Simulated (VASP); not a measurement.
# CdGe62 (a cell with a defect) in VASP: relaxation of the atoms with PBEsol

Aim: the relaxation of the atoms of CdGe62 (a cell with a defect) with PBEsol.

Everything below comes from runs of VASP 6.6.1. Logs are shortened: lines on timing, memory, paths and dates and some standing lists are left out, and cuts for length are marked.

**1. The crystal as given**

The cell holds a defect, 63 atoms: a = 11.380 Å, b = 11.380 Å, c = 11.380 Å, α = 90.00°, β = 90.00°, γ = 90.00°.

The cell was built by a generator and needn't be a form met in nature.

**2. Relaxation of the atoms, PBEsol**

INCAR reads:

```
SYSTEM = CdGe62
  ALGO = Normal
  EDIFF = 1E-6
  EDIFFG = -0.02
  ENCUT = 360
  GGA = PS
  IBRION = 2
  ISIF = 2
  ISMEAR = 0
  LASPH = .True.
  LCHARG = .False.
  LREAL = .False.
  LWAVE = .False.
  NELECT = 262
  NELM = 80
  NSW = 60
  PREC = Accurate
  SIGMA = 0.02
```

KPOINTS reads:

```
k-points
0
Gamma
  2 2 2
  0 0 0
```

POSCAR reads:

```
CdGe62
1.0
   11.3800000000      0.0000000000      0.0000000000
    0.0000000000     11.3800000000      0.0000000000
    0.0000000000      0.0000000000     11.3800000000
Cd Ge
1 62
Direct
    0.0629685600      0.0621486300      0.0650813500
    0.9997322900      0.2501164000      0.2516805100
    0.2490344400      0.9993717100      0.2501992200
    0.2496497000      0.2487333500      0.9997824300
    0.1246189400      0.3756408500      0.3732320800
    0.3742564500      0.1262227200      0.3769723900
    0.3733952100      0.3756847900      0.1239586500
    0.9990900700      0.9990741100      0.4995513200
    0.0010581700      0.2507565500      0.7500628100
    0.2496141800      0.0000034900      0.7498875100
    0.2508421800      0.2493293000      0.4999934200
    0.1248926700      0.1249444500      0.6252646600
    0.1252099000      0.3764175400      0.8749077400
    0.3766582600      0.1246752000      0.8744926700
    0.3751069800      0.3753774600      0.6252863100
    0.0013720000      0.5012099200      0.0005250700
    0.9996428300      0.7498931500      0.2515009500
    0.2502349600      0.4986080300      0.2492677200
    0.2493867100      0.7512235800      0.9998862000
    0.1274001100      0.6256973000      0.1251325400
    0.1245373100      0.8760324000      0.3747443800
    0.3741248200      0.6256033300      0.3750135500
    0.3762627200      0.8749218500      0.1219631600
    0.0008382700      0.4980059400      0.5016340800
    0.0019341900      0.7495465200      0.7487631500
    0.2485163800      0.5009267100      0.7497853600
    0.2493645700      0.7497415000      0.5022178900
    0.1253684100      0.6257919200      0.6258250300
    0.1260815100      0.8761271000      0.8742455200
    0.3747714800      0.6241921100      0.8742447800
    0.3762122200      0.8744671600      0.6249159500
    0.4992642600      0.9993698400      0.0008370700
    0.4995269800      0.2494880100      0.2505241300
    0.7505314900      0.0008415100      0.2501813400
    0.7481376200      0.2506693400      0.0005292000
    0.6260812100      0.1241011000      0.1276769600
    0.6236912700      0.3757719900      0.3750488000
    0.8744826900      0.1258666900      0.3747011400
    0.8725196900      0.3737604100      0.1254860100
    0.5023766000      0.9984269800      0.4999820000
    0.5015406000      0.2506444600      0.7496011100
    0.7484899900      0.9981085100      0.7492057600
    0.7496087700      0.2476115600      0.4982014100
    0.6253224600      0.1245656700      0.6241984100
    0.6245672400      0.3741370400      0.8759849700
    0.8767415400      0.1272020700      0.8757537700
    0.8757934400      0.3765537300      0.6268461400
    0.5015559700      0.5012873800      0.9993260300
    0.4983012100      0.7509314900      0.2499003500
    0.7499408800      0.4990554800      0.2486184600
    0.7514890300      0.7504939100      0.9988689900
    0.6254146100      0.6253245300      0.1255541800
    0.6273716200      0.8749631500      0.3736411100
    0.8750388100      0.6243136000      0.3755825500
    0.8752235800      0.8753679700      0.1243978200
    0.5004393000      0.4994581400      0.5005493000
    0.4996803500      0.7488123100      0.7505294100
    0.7492501700      0.5015333300      0.7504704000
    0.7504966800      0.7501076200      0.4999369700
    0.6224654500      0.6262978800      0.6241356700
    0.6260155000      0.8743219400      0.8748480100
    0.8747619200      0.6238971700      0.8748176500
    0.8755058500      0.8745601600      0.6236576100
```

Potentials or basis: VASP PAW PBE potentials, release 64 (Cd, Ge).

Run with:

```
$ cat potpaw_PBE.64/Cd/POTCAR potpaw_PBE.64/Ge/POTCAR > POTCAR
$ mpirun -np 4 vasp_std > vasp.out
```

OUTCAR:

```text
SYSTEM = CdGe62
   EDIFF = 1E-6
   EDIFFG = -0.02
   ENCUT = 360
   GGA = PS
   IBRION = 2
   ISIF = 2
   ISMEAR = 0
   LASPH = .True.
   LREAL = .False.
   NELECT = 262
   NELM = 80
   NSW = 60
   PREC = Accurate

 ion  position               nearest neighbor table
   1  0.063  0.062  0.065-   3 3.07  55 3.09   4 3.09   2 3.10  46 3.11  29 3.12
   2  1.000  0.250  0.252-   5 2.44  38 2.45  39 2.48   1 3.10
   3  0.249  0.999  0.250-  21 2.45   6 2.49  23 2.50   1 3.07
   4  0.250  0.249  1.000-   7 2.46  14 2.47  13 2.48   1 3.09
   5  0.125  0.376  0.373-   2 2.44  18 2.45  24 2.46  11 2.49
   6  0.374  0.126  0.377-  11 2.43  33 2.46   3 2.49  40 2.49
   7  0.373  0.376  0.124-  18 2.44   4 2.46  48 2.49  33 2.49
[... 54 lines left out ...]
  62  0.875  0.624  0.875-  58 2.45  51 2.46  16 2.46  25 2.49
  63  0.876  0.875  0.624-   8 2.45  59 2.45  42 2.47  25 2.47

  LATTYP: Found a simple cubic cell.
 ALAT       =    11.3800000000

  Lattice vectors:

 A1 = (  11.3800000000,   0.0000000000,   0.0000000000)
 A2 = (   0.0000000000,  11.3800000000,   0.0000000000)
 A3 = (   0.0000000000,   0.0000000000,  11.3800000000)

Analysis of symmetry for initial positions (statically):
=====================================================================
 Subroutine PRICEL returns:
 Original cell was already a primitive cell.

 Routine SETGRP: Setting up the symmetry group for a
 simple cubic supercell.

 Subroutine GETGRP returns: Found  1 space group operations
 (whereof  1 operations were pure point group operations)
 out of a pool of 48 trial point group operations.

The static configuration has the point symmetry C_1 .

Analysis of symmetry for dynamics (positions and initial velocities):
=====================================================================
 Subroutine PRICEL returns:
 Original cell was already a primitive cell.

 Routine SETGRP: Setting up the symmetry group for a
 simple cubic supercell.

 Subroutine GETGRP returns: Found  1 space group operations
 (whereof  1 operations were pure point group operations)
 out of a pool of 48 trial point group operations.

The dynamic configuration has the point symmetry C_1 .

 Subroutine INISYM returns: Found  1 space group operations
 (whereof  1 operations are pure point group operations),
 and found     1 'primitive' translations

----------------------------------------------------------------------------------------

                                     Primitive cell

  volume of cell :    1473.7601

  direct lattice vectors                    reciprocal lattice vectors
    11.380000000  0.000000000  0.000000000     0.087873462  0.000000000  0.000000000
     0.000000000 11.380000000  0.000000000     0.000000000  0.087873462  0.000000000
     0.000000000  0.000000000 11.380000000     0.000000000  0.000000000  0.087873462

  length of vectors
    11.380000000 11.380000000 11.380000000     0.087873462  0.087873462  0.087873462

  position of ions in fractional coordinates (direct lattice)
     0.062968560  0.062148630  0.065081350
     0.999732290  0.250116400  0.251680510
     0.249034440  0.999371710  0.250199220
     0.249649700  0.248733350  0.999782430
     0.124618940  0.375640850  0.373232080
     0.374256450  0.126222720  0.376972390
[... 55 lines left out ...]
     0.874761920  0.623897170  0.874817650
     0.875505850  0.874560160  0.623657610

  ion indices of the primitive-cell ions
   primitive index   ion index
                 1           1
                 2           2
                 3           3
                 4           4
                 5           5
                 6           6
[... 55 lines left out ...]
                62          62
                63          63

----------------------------------------------------------------------------------------

 KPOINTS: k-points

Automatic generation of k-mesh.
[... 27 lines left out ...]
  0.500000  0.500000  0.000000      1.000000
  0.000000  0.500000  0.500000      1.000000
  0.500000  0.000000  0.500000      1.000000
  0.500000  0.500000  0.500000      1.000000
   k-points           NKPTS =      8   k-points in BZ     NKDIM =      8   number of bands    NBANDS=    164
   number of dos      NEDOS =    301   number of ions     NIONS =     63
   total plane-waves  NPLWV = 343000
   dimension x,y,z NGX =    70 NGY =   70 NGZ =   70
   dimension x,y,z NGXF=   140 NGYF=  140 NGZF=  140
   ions per type =               1  62
   NGX,Y,Z   is equivalent  to a cutoff of  10.23, 10.23, 10.23 a.u.
   NGXF,Y,Z  is equivalent  to a cutoff of  20.45, 20.45, 20.45 a.u.
 SYSTEM =  CdGe62
   PREC   = accura    normal or accurate (medium, high low for compatibility)
   ISTART =      0    job   : 0-new  1-cont  2-samecut
   ICHARG =      2    charge: 1-file 2-atom 10-const
   ISPIN  =      1    spin polarized calculation?
   LNONCOLLINEAR =      F non collinear calculations
   LSORBIT =      F    spin-orbit coupling
   LASPH  =      T    aspherical Exc in radial PAW
   ENCUT  =  360.0 eV  26.46 Ry    5.14 a.u.  17.61 17.61 17.61*2*pi/ulx,y,z
   NELM   =     80;   NELMIN=  2; NELMDL= -5     # of ELM steps
   EDIFF  = 0.1E-05   stopping-criterion for ELM
   LREAL  =      F    real-space projection
   EDIFFG = -.2E-01   stopping-criterion for IOM
   NSW    =     60    number of steps for IOM
   IBRION =      2    ionic relax: 0-MD 1-quasi-New 2-CG
   NFREE  =      1    steps in history (QN), initial steepest desc. (CG)
   ISIF   =      2    stress and relaxation
   ISYM   =      2    0-nonsym 1-usesym 2-fastsym
   POTIM  = 0.5000    time-step for ionic-motion
   TEBEG  =    0.0;   TEEND  =   0.0 temperature during run
   PSTRESS=    0.0 pullay stress
   NELECT =     262.0000    total number of electrons
   NUPDOWN=      -1.0000    fix difference up-down
   EMIN   =  10.00;   EMAX   =-10.00  energy-range for DOS
   EFERMI =   0.00;   METHOD = LEGACY
   ISMEAR =     0;   SIGMA  =   0.02  broadening in eV -4-tet -1-fermi 0-gaus
   EFERMI_NEDOS =   21; number of points for ismear=-14 and -15
   IALGO  =     38    algorithm
   IMIX   =      4    mixing-type and parameters
     AMIX     =   0.40;   BMIX     =  1.00
     AMIX_MAG =   1.60;   BMIX_MAG =  1.00
  volume/ion in A,a.u.               =      23.39       157.86
  Fermi-wavevector in a.u.,A,eV,Ry     =   0.920520  1.739530 11.528981  0.847356
  Thomas-Fermi vector in A             =   2.045834
   LORBIT       =      0    0 simple, 1 ext, 2 COOP (PROOUT), +10 PAW based schemes
   GGA     = PS    functional components
   LHFCALC =     F    Hartree Fock is set to
   AEXX    =    0.0000 exact exchange contribution
   IVDW    =     0    specifies the selected vdW correction
   LEPSILON=     F    determine dielectric tensor
   LRPA    =     F    only Hartree local field effects (RPA)
 conjugate gradient relaxation of ions
 non-spin polarized calculation
 Gauss-broadening in eV      SIGMA  =   0.02
  energy-cutoff  :      360.00
  volume of cell :     1473.76
 maximum number of plane-waves:     22896
   NGX = 35   NGY = 35   NGZ = 35

--------------------------------------- Ionic step        1  -------------------------------------------

 number of electron     261.9999981 magnetization

 Free energy of the ion-electron system (eV)
  ---------------------------------------------------
  ext. energy  EPLUGINS =         0.00000000
  ---------------------------------------------------
  free energy    TOTEN  =      -295.00269937 eV

  energy without entropy =     -294.99873028  energy(sigma->0) =     -295.00071483

------------------------ aborting loop because EDIFF is reached ----------------------------------------

  FORCE on cell =-STRESS in cart. coord.  units (eV):
  Direction    XX          YY          ZZ          XY          YZ          ZX
  --------------------------------------------------------------------------------------
  -------------------------------------------------------------------------------------
  Total       16.9114716     17.0633706     17.2011485     -2.1638952     -2.7337171     -4.4786289
  in kB       18.3850662     18.5502010     18.6999842     -2.3524479     -2.9719217     -4.8688778
  external PRESSURE =      18.5450838 kB  Pullay stress =       0.0000000 kB
[... 272 lines left out ...]
  FREE ENERGIE OF THE ION-ELECTRON SYSTEM (eV)
  ---------------------------------------------------
  free  energy   TOTEN  =      -295.6817831128 eV

  energy  without entropy=     -295.6773452899  energy(sigma->0) =     -295.67956420

[... ionic steps 4 to 14 ...]

--------------------------------------- Ionic step       15  -------------------------------------------

 number of electron     261.9999991 magnetization

------------------------ aborting loop because EDIFF is reached ----------------------------------------
[... 189 lines left out ...]
--------------------------------------- Ionic step       17  -------------------------------------------

 number of electron     261.9999991 magnetization

 Free energy of the ion-electron system (eV)
  ---------------------------------------------------
  ext. energy  EPLUGINS =         0.00000000
  ---------------------------------------------------
  free energy    TOTEN  =      -296.24936834 eV

  energy without entropy =     -296.24537635  energy(sigma->0) =     -296.24737235

 E-fermi :   3.2249     XC(G=0):  -9.2238

 val. band max:        3.2190266857   @ k =   0.5000   0.0000   0.5000
 cond. band min:       3.3699523064   @ k =   0.0000   0.0000   0.0000
 fundamental gap:      0.1509256207
 Fermi energy:         3.2249444969

 k-point     1 :       0.0000    0.0000    0.0000
  band No.  band energies     occupation
      1      -9.2108      2.00000
      2      -8.2492      2.00000
      3      -8.2485      2.00000
      4      -8.2442      2.00000
      5      -8.2435      2.00000
      6      -8.2091      2.00000
[... 1157 lines left out ...]
    142       4.4815      0.00000
    143       4.4821      0.00000
 [bands above 143 left out]

------------------------ aborting loop because EDIFF is reached ----------------------------------------

  FORCE on cell =-STRESS in cart. coord.  units (eV):
  Direction    XX          YY          ZZ          XY          YZ          ZX
  --------------------------------------------------------------------------------------
  -------------------------------------------------------------------------------------
  Total        8.1929716      8.1975177      8.2037677     -2.6268600     -2.6135609     -2.6121414
  in kB        8.9068727      8.9118149      8.9186096     -2.8557535     -2.8412956     -2.8397524
  external PRESSURE =       8.9124324 kB  Pullay stress =       0.0000000 kB
[... 78 lines left out ...]
  FREE ENERGIE OF THE ION-ELECTRON SYSTEM (eV)
  ---------------------------------------------------
  free  energy   TOTEN  =      -296.2493683382 eV

  energy  without entropy=     -296.2453763547  energy(sigma->0) =     -296.24737235

 reached required accuracy - stopping structural energy minimisation
```

It took 1.6 h on 4 MPI ranks of Intel Xeon 6975P-C (Granite Rapids), shared host; peak memory 0.44 GiB.

What came out:

```yaml
Free_energy: -296.2494 eV
Energy_gained_by_relaxing: 19.8 meV/atom
Ionic_steps: 17
Largest_force_after_relaxing: 0.018 eV/Å
Band_gap_on_the_k_mesh: none (metal or under the smearing width)
```

Forces on the atoms (eV/Å):
```
Cd  -0.001 -0.003  0.000
Ge  -0.005  0.000 -0.001
Ge   0.000 -0.001  0.005
Ge  -0.002 -0.004 -0.003
Ge  -0.012  0.009  0.004
Ge  -0.003 -0.002 -0.001
Ge   0.002  0.000 -0.007
Ge  -0.008 -0.002 -0.002
Ge  -0.003  0.004 -0.003
Ge   0.010  0.010 -0.002
Ge   0.009 -0.003 -0.007
Ge   0.007 -0.001  0.001
Ge   0.003  0.010 -0.002
Ge   0.002  0.004 -0.010
Ge   0.007  0.011 -0.003
Ge  -0.007 -0.010 -0.008
Ge  -0.014 -0.005  0.008
Ge   0.008 -0.007  0.004
Ge   0.010 -0.003 -0.003
Ge   0.008  0.005  0.006
Ge   0.005 -0.003 -0.003
Ge   0.003 -0.003  0.008
Ge   0.004 -0.007  0.000
Ge  -0.004 -0.004 -0.007
Ge   0.003 -0.002  0.001
Ge   0.002 -0.003 -0.010
Ge   0.006 -0.007 -0.004
Ge  -0.003  0.000  0.002
Ge  -0.002 -0.007  0.005
Ge   0.009 -0.004  0.003
Ge   0.016  0.002 -0.007
Ge  -0.008 -0.006 -0.006
Ge  -0.008  0.005  0.003
Ge  -0.009  0.007  0.011
Ge   0.001  0.007  0.000
Ge   0.007  0.003  0.014
Ge  -0.008  0.000  0.009
Ge  -0.010  0.000  0.004
Ge  -0.007  0.003  0.000
Ge  -0.001 -0.004  0.004
Ge  -0.007 -0.008 -0.006
Ge   0.002  0.005  0.010
Ge   0.000  0.003 -0.005
Ge  -0.007 -0.003 -0.004
Ge   0.003  0.006  0.003
Ge  -0.005  0.004 -0.006
Ge  -0.001  0.009 -0.003
Ge   0.001  0.010  0.007
Ge  -0.002 -0.011  0.004
Ge  -0.001 -0.001 -0.003
Ge  -0.002 -0.001  0.008
Ge  -0.005 -0.001 -0.007
Ge  -0.003  0.006  0.008
Ge   0.011  0.005  0.005
Ge   0.008 -0.006 -0.001
Ge   0.002 -0.003  0.001
Ge   0.006 -0.010 -0.009
Ge  -0.007  0.007 -0.010
Ge  -0.008 -0.012  0.003
Ge  -0.003  0.002  0.002
Ge   0.008 -0.002 -0.007
Ge   0.000  0.007 -0.003
Ge   0.002  0.002  0.009
```

Step by step:
```
step  energy change (eV)  largest force (eV/Å)  pressure (GPa)
   1              0.0000                1.2579            1.85
   2             -0.4684                0.9181            1.67
   3             -0.6791                0.6725            1.37
   4             -1.0178                0.4055            1.13
   5             -1.1264                0.3557            0.98
   6             -1.1275                0.3561            0.96
   7             -1.2118                0.1199            0.92
   8             -1.2254                0.1275            0.90
   9             -1.2390                0.0684            0.89
  10             -1.2391                0.0700            0.89
  11             -1.2423                0.0301            0.89
  12             -1.2428                0.0347            0.89
  13             -1.2442                0.0238            0.89
  14             -1.2443                0.0297            0.89
  15             -1.2454                0.0209            0.89
  16             -1.2459                0.0290            0.89
  17             -1.2467                0.0176            0.89
```

Final structure:
```
CELL_PARAMETERS angstrom
11.38000 0.00000 0.00000
0.00000 11.38000 0.00000
0.00000 0.00000 11.38000
ATOMIC_POSITIONS crystal
Cd 0.06292 0.06280 0.06278
Ge 0.00760 0.23326 0.23321
Ge 0.23329 0.00742 0.23330
Ge 0.23345 0.23328 0.00749
Ge 0.12052 0.36743 0.36743
Ge 0.36758 0.12030 0.36756
Ge 0.36759 0.36749 0.12047
Ge 0.00035 0.00028 0.49881
Ge 0.99792 0.24891 0.75302
Ge 0.24905 0.99787 0.75283
Ge 0.24834 0.24832 0.49692
Ge 0.12478 0.12484 0.62637
Ge 0.12710 0.37212 0.87605
Ge 0.37234 0.12707 0.87595
Ge 0.37347 0.37344 0.62341
Ge 0.00032 0.49881 0.00031
Ge 0.99804 0.75284 0.24910
Ge 0.24834 0.49697 0.24828
Ge 0.24892 0.75295 0.99791
Ge 0.12476 0.62632 0.12476
Ge 0.12714 0.87594 0.37235
Ge 0.37358 0.62346 0.37335
Ge 0.37222 0.87603 0.12704
Ge 0.00124 0.49850 0.49864
Ge 0.00479 0.75762 0.75752
Ge 0.24997 0.49985 0.75022
Ge 0.24999 0.75002 0.49994
Ge 0.12408 0.62645 0.62655
Ge 0.11744 0.89209 0.89184
Ge 0.37491 0.62524 0.87515
Ge 0.37493 0.87506 0.62520
Ge 0.49887 0.00027 0.00026
Ge 0.49702 0.24824 0.24838
Ge 0.75303 0.99788 0.24892
Ge 0.75291 0.24899 0.99785
Ge 0.62636 0.12477 0.12468
Ge 0.62346 0.37349 0.37351
Ge 0.87612 0.12711 0.37218
Ge 0.87601 0.37220 0.12710
Ge 0.49869 0.00104 0.49855
Ge 0.50004 0.25000 0.75003
Ge 0.75767 0.00460 0.75751
Ge 0.75015 0.24991 0.49993
Ge 0.62666 0.12393 0.62655
Ge 0.62524 0.37495 0.87504
Ge 0.89203 0.11722 0.89209
Ge 0.87523 0.37483 0.62524
Ge 0.49858 0.49846 0.00101
Ge 0.50000 0.75016 0.24977
Ge 0.75008 0.49987 0.24998
Ge 0.75772 0.75758 0.00466
Ge 0.62662 0.62646 0.12390
Ge 0.62529 0.87505 0.37483
Ge 0.87510 0.62504 0.37501
Ge 0.89204 0.89193 0.11745
Ge 0.49977 0.49983 0.49978
Ge 0.50167 0.75161 0.75164
Ge 0.75172 0.50162 0.75160
Ge 0.75161 0.75156 0.50161
Ge 0.62534 0.62525 0.62530
Ge 0.62823 0.87669 0.87676
Ge 0.87683 0.62817 0.87668
Ge 0.87674 0.87662 0.62806
```

Caveat: the cell carries a net charge on a neutralising background, which shifts energy and pressure; the cell is charged against a uniform background, so pressure and absolute levels hang on convention; the PAW data sets were made with another functional, which shifts forces and pressure a little.
